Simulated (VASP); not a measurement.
Data:

```xyz
2
Lattice="0.0000 2.3535 2.3535 2.3535 0.0000 2.3535 2.3535 2.3535 0.0000" Properties=species:S:1:pos:R:3 pbc="T T T"
Cd     0.0000     0.0000     0.0000
O      2.3535     2.3535     2.3535
```

Calculation: PBEsol GGA, VASP's PBE PAW potentials (set 64) (plane waves; VASP 6.6.1). Numerical set-up: 620 eV cut-off, 13×13×13 Γ-centred mesh, first-order Methfessel-Paxton smearing of 0.10 eV, potentials Cd O.

Task: What does the run give for the energy per atom (σ→0), band gap (on the k-mesh) with the smallest direct gap where there is one?

Result: 
- band gap (on the k-mesh): none (metal, semimetal or under 0.01 eV)
- energy per atom (σ→0): -4.253 eV/atom

The structure was generated: CdO was put into the rock salt type (Fm-3m), which need not be its known phase. It was relaxed first, which changed the volume by +12 %.
